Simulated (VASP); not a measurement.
Computed with PBE GGA with D3 dispersion (Becke-Johnson damping), VASP's PBE PAW potentials (set 64) (plane waves; VASP).

VASP input:

**INCAR**
```
SYSTEM = MgI2 monolayer
PREC = Normal
ENCUT = 400
EDIFF = 1E-5
NELM = 100
ALGO = Normal
LREAL = .FALSE.
LASPH = .TRUE.
ISMEAR = 0
SIGMA = 0.05
GGA = PE
IVDW = 12
LMAXMIX = 4
LWAVE = .TRUE.
LCHARG = .FALSE.
NELMIN = 4
IBRION = 2
ISIF = 4
NSW = 50
EDIFFG = -0.03
```

**KPOINTS**
```
Automatic mesh
0
Gamma
12 12 1
0 0 0
```

POSCAR:
```
MgI2 monolayer
1
    4.1204867967     0.0000000000     0.0000000000
   -2.0602433984     3.5684458252     0.0000000000
    0.0000000000     0.0000000000    19.3369773149
I Mg
2 1
Direct
  0.6666670000   0.3333330000   0.4140740000
  0.3333330000   0.6666670000   0.5859260000
  0.0000000000   0.0000000000   0.5000000000
```

POTCAR, in this order: I Mg (PBE.64 set). Program: vasp_std.

Output of the run:

### OUTCAR
```
 ion  position               nearest neighbor table
   1  0.667  0.333  0.414-   3 2.90   3 2.90   3 2.90
   2  0.333  0.667  0.586-   3 2.90   3 2.90   3 2.90
   3  0.000  0.000  0.500-   1 2.90   2 2.90   2 2.90   1 2.90   1 2.90   2 2.90
  LATTYP: Found a hexagonal cell.
 ALAT       =     4.1204867967
 C/A-ratio  =     4.6928866100
 Subroutine PRICEL returns:
 Original cell was already a primitive cell.
 Subroutine GETGRP returns: Found 12 space group operations
The static configuration has the point symmetry D_3d.
The dynamic configuration has the point symmetry D_3d.
 Subroutine INISYM returns: Found 12 space group operations
 Subroutine IBZKPT returns following result:
 Found     19 irreducible k-points:

 Following reciprocal coordinates:
            Coordinates               Weight
  0.000000  0.000000  0.000000      1.000000
  0.083333  0.000000  0.000000      6.000000
  0.166667  0.000000  0.000000      6.000000
  0.250000  0.000000  0.000000      6.000000
  0.333333 -0.000000  0.000000      6.000000
  0.416667 -0.000000  0.000000      6.000000
  0.500000  0.000000  0.000000      3.000000
  0.083333  0.083333  0.000000      6.000000
  0.166667  0.083333  0.000000     12.000000
  0.250000  0.083333  0.000000     12.000000
  0.333333  0.083333  0.000000     12.000000
  0.416667  0.083333  0.000000     12.000000
  0.166667  0.166667  0.000000      6.000000
  0.250000  0.166667  0.000000     12.000000
  0.333333  0.166667  0.000000     12.000000
  0.416667  0.166667  0.000000      6.000000
  0.250000  0.250000  0.000000      6.000000
  0.333333  0.250000  0.000000     12.000000
  0.333333  0.333333  0.000000      2.000000
   k-points           NKPTS =     19   k-points in BZ     NKDIM =     19   number of bands    NBANDS=     12
   number of dos      NEDOS =    301   number of ions     NIONS =      3
   total plane-waves  NPLWV =  38400
   dimension x,y,z NGX =    20 NGY =   20 NGZ =   96
   dimension x,y,z NGXF=    40 NGYF=   40 NGZF=  192
   ions per type =               2   1
   PREC   = normal    normal or accurate (medium, high low for compatibility)
   ISTART =      0    job   : 0-new  1-cont  2-samecut
   ICHARG =      2    charge: 1-file 2-atom 10-const
   ISPIN  =      1    spin polarized calculation?
   LNONCOLLINEAR =      F non collinear calculations
   LSORBIT =      F    spin-orbit coupling
   INIWAV =      1    electr: 0-lowe 1-rand  2-diag
   ENCUT  =  400.0 eV  29.40 Ry    5.42 a.u.   6.72  6.72 31.53*2*pi/ulx,y,z
   NELM   =    100;   NELMIN=  4; NELMDL= -5     # of ELM steps
   EDIFF  = 0.1E-04   stopping-criterion for ELM
   LREAL  =      F    real-space projection
   NLSPLINE    = F    spline interpolate recip. space projectors
   LMAXMIX     =    4 max onsite mixed and CHGCAR
   VOSKOWN=      0    Vosko Wilk Nusair interpolation
   EDIFFG = -.3E-01   stopping-criterion for IOM
   NSW    =     50    number of steps for IOM
   NBLOCK =      1;   KBLOCK =     50    inner block; outer block
   IBRION =      2    ionic relax: 0-MD 1-quasi-New 2-CG
   NFREE  =      1    steps in history (QN), initial steepest desc. (CG)
   ISIF   =      4    stress and relaxation
   ISYM   =      2    0-nonsym 1-usesym 2-fastsym
   TEIN   =    0.0    initial temperature
   TEBEG  =    0.0;   TEEND  =   0.0 temperature during run
   SMASS  =  -3.00    Nose mass-parameter (am)
   PSTRESS=    0.0 pullay stress
   NELECT =      16.0000    total number of electrons
   EFERMI =   0.00;   METHOD = LEGACY
   ISMEAR =     0;   SIGMA  =   0.05  broadening in eV -4-tet -1-fermi 0-gaus
   IALGO  =     38    algorithm
   LDIAG  =      T    sub-space diagonalisation (order eigenvalues)
   IMIX   =      4    mixing-type and parameters
     AMIX     =   0.40;   BMIX     =  1.00
...
```

**OSZICAR**
```
       N       E                     dE             d eps       ncg     rms          rms(c)
DAV:   1     0.103329247112E+03    0.10333E+03   -0.41243E+03   456   0.752E+02
DAV:   2     0.474332602646E+01   -0.98586E+02   -0.93337E+02   780   0.133E+02
DAV:   3    -0.742281920829E+01   -0.12166E+02   -0.12089E+02   588   0.592E+01
DAV:   4    -0.784485459228E+01   -0.42204E+00   -0.42179E+00   592   0.138E+01
DAV:   5    -0.785605014705E+01   -0.11196E-01   -0.11195E-01   656   0.257E+00    0.407E+00
DAV:   6    -0.773601388245E+01    0.12004E+00   -0.15247E-01   540   0.211E+00    0.278E+00
DAV:   7    -0.771748400333E+01    0.18530E-01   -0.20614E-01   532   0.251E+00    0.563E-01
DAV:   8    -0.771093626294E+01    0.65477E-02   -0.25729E-02   500   0.917E-01    0.288E-01
DAV:   9    -0.771112317675E+01   -0.18691E-03   -0.16591E-03   580   0.285E-01    0.175E-01
DAV:  10    -0.771109340988E+01    0.29767E-04   -0.12913E-04   544   0.913E-02    0.408E-02
DAV:  11    -0.771113340668E+01   -0.39997E-04   -0.62852E-05   516   0.434E-02    0.564E-02
DAV:  12    -0.771113908158E+01   -0.56749E-05   -0.56837E-06   420   0.142E-02
   1 F= -.84251762E+01 E0= -.84251762E+01  d E =-.842518E+01
       N       E                     dE             d eps       ncg     rms          rms(c)
DAV:   1    -0.771267699184E+01   -0.15436E-02   -0.51365E-02   528   0.135E+00    0.868E-02
DAV:   2    -0.771269309366E+01   -0.16102E-04   -0.21275E-03   532   0.315E-01    0.507E-02
DAV:   3    -0.771261108541E+01    0.82008E-04   -0.70634E-05   568   0.628E-02    0.287E-02
DAV:   4    -0.771256030756E+01    0.50778E-04   -0.64461E-05   560   0.490E-02    0.732E-03
DAV:   5    -0.771256045665E+01   -0.14908E-06   -0.71761E-06   368   0.165E-02
   2 F= -.84264584E+01 E0= -.84264584E+01  d E =-.128225E-02
       N       E                     dE             d eps       ncg     rms          rms(c)
DAV:   1    -0.771384984156E+01   -0.12895E-02   -0.13479E-01   548   0.219E+00    0.124E-01
DAV:   2    -0.771387615766E+01   -0.26316E-04   -0.55499E-03   540   0.509E-01    0.694E-02
DAV:   3    -0.771366791197E+01    0.20825E-03   -0.17032E-04   560   0.991E-02    0.421E-02
DAV:   4    -0.771351995732E+01    0.14795E-03   -0.18071E-04   572   0.823E-02    0.124E-02
DAV:   5    -0.771351265570E+01    0.73016E-05   -0.24342E-05   548   0.287E-02
   3 F= -.84271605E+01 E0= -.84271605E+01  d E =-.198438E-02
```

### OUTCAR
```
------------------------ aborting loop because EDIFF is reached ----------------------------------------
 Edisp (eV)   -0.71365
  FORCE on cell =-STRESS in cart. coord.  units (eV):
  Direction    XX          YY          ZZ          XY          YZ          ZX
  --------------------------------------------------------------------------------------
  Total       0.18081     0.18081     0.07701    -0.00000     0.00000    -0.00000
  in kB       1.01887     1.01887     0.43397    -0.00000     0.00000    -0.00000
  external pressure =        0.82 kB  Pullay stress =        0.00 kB
  volume of cell :      284.33
      direct lattice vectors                 reciprocal lattice vectors
     4.111411438 -0.000000000  0.000000000     0.243225475  0.140426310 -0.000000000
    -2.055705719  3.560586327  0.000000000     0.000000000  0.280852620 -0.000000000
     0.000000000  0.000000000 19.422438855     0.000000000  0.000000000  0.051486840
 POSITION                                       TOTAL-FORCE (eV/Angst)
 -----------------------------------------------------------------------------------
      2.05571      1.18686      8.02742        -0.000000     -0.000000     -0.016704
     -0.00000      2.37373     11.39502         0.000000      0.000000      0.016704
     -2.05571      3.56059      9.71122        -0.000000     -0.000000      0.000000
 -----------------------------------------------------------------------------------
    total drift:                                0.000000      0.000000      0.000000
  FREE ENERGIE OF THE ION-ELECTRON SYSTEM (eV)
  ---------------------------------------------------
  free  energy   TOTEN  =        -8.4271605298 eV

  energy  without entropy=       -8.4271605298  energy(sigma->0) =       -8.42716053

 reached required accuracy - stopping structural energy minimisation
```
(Selected blocks of OUTCAR.)

### CONTCAR
```
MgI2 monolayer
   1.00000000000000
     4.1114114381464937   -0.0000000000005579    0.0000000000000000
    -2.0557057191236194    3.5605863270088975    0.0000000000000000
     0.0000000000000000    0.0000000000000001   19.4224388553411913
  I               Mg
     2     1
Direct
     0.6666669999999968    0.3333330000000032    0.4133063427723275
     0.3333330000000032    0.6666669999999968    0.5866936572276725
     0.0000000000000000    1.0000000000000000    0.5000000000000000
```

The cell is a sheet with vacuum, built from MgI2 (1T layered).
